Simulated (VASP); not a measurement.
Given:

```
CELL_PARAMETERS angstrom
      2.28000    -3.94908     0.00000
      2.28000     3.94908     0.00000
      0.00000     0.00000     7.23000
ATOMIC_POSITIONS crystal
  Mg 0.00000 0.00000 0.00000
  Mg 0.33333 0.66667 0.63400
  Mg 0.66667 0.33333 0.36600
  Sb 0.33333 0.66667 0.22800
  Sb 0.66667 0.33333 0.77200
```

Computed with PBEsol GGA, VASP's PBE PAW potentials (set 64) (plane waves; VASP). Numerical set-up: 300 eV cut-off, 4×4×3 Γ-centred mesh, Fermi-Dirac smearing of 0.020 eV, potentials Mg Sb.

### Question
Which forces act on the atoms, in eV/Å?

### Answer

| atom | Fx | Fy | Fz |
|---|---|---|---|
| Mg1 | 0.000 | 0.000 | 0.000 |
| Mg2 | 0.000 | 0.000 | -0.027 |
| Mg3 | 0.000 | 0.000 | 0.027 |
| Sb4 | 0.000 | 0.000 | -0.124 |
| Sb5 | 0.000 | 0.000 | 0.124 |

### Question
Give the stress tensor in GPa (positive for a compressed cell).

### Answer

```
 0.14   0.00   0.00
 0.00   0.14   0.00
 0.00   0.00  -0.68
```
The pressure is its mean diagonal, -0.13 GPa.

The structure is a typed Mg3Sb2 crystal (P-3m1). The cell was not relaxed at this level.
